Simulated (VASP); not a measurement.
Set up this calculation in VASP 6.6.1, as the native input.

| Quantity | Value |
| --- | --- |
| Task | relaxation of the atoms |
| Functional | PBE |
| Potentials or basis | VASP PAW PBE potentials, release 64 (Sn) |
| Cutoff | 300 eV |
| k mesh | 5 × 5 × 5 |
| Occupations | gaussian, width 0.03 eV |
| Spin | no spin polarisation |
| Further INCAR settings | ALGO = Fast; EDIFF = 1e-07; IBRION = 2; EDIFFG = -0.01; NSW = 40 |

The structure of Sn lies in POSCAR:

```
Sn                                      
1.0
    0.0000000000      3.3757138135      3.3757138135
    3.3757138135      0.0000000000      3.3757138135
    3.3757138135      3.3757138135      0.0000000000
  Sn            
     2
Direct
     0.0000000000000000    0.0000000000000000    0.0000000000000000
     0.2500000000000000    0.2500000000000000    0.2500000000000000
```

This isn't the form of Sn at room conditions, which is tetragonal (white tin).

The cell isn't the ideal one: a relaxed cell with its volume scaled by 1.04.

One way to write it, as run:

INCAR

```
SYSTEM = Sn
ALGO = Fast
EDIFF = 1E-7
EDIFFG = -0.01
ENCUT = 300
GGA = PE
IBRION = 2
ISIF = 2
ISMEAR = 0
LASPH = .True.
LCHARG = .False.
LREAL = .False.
LWAVE = .False.
NELM = 80
NSW = 40
PREC = Accurate
SIGMA = 0.03
```

KPOINTS

```
k-points
0
Gamma
  5 5 5
  0 0 0
```

Potentials or basis: VASP PAW PBE potentials, release 64 (Sn).

Command:

```sh
$ cat potpaw_PBE.64/Sn/POTCAR > POTCAR
$ mpirun -np 1 vasp_std > vasp.out
```

It gave:

```json
{
 "Pressure after relaxing": "-1.3 GPa",
 "Band gap on the k mesh": "none (metal or under the smearing width)"
}
```

Caveat: the relaxation stopped at its first step, so nothing moved.

Run time: 6.7 s on 1 thread of Intel(R) Xeon(R) Platinum 8488C (Sapphire Rapids), with other jobs on the host, peak memory 0.14 GiB.
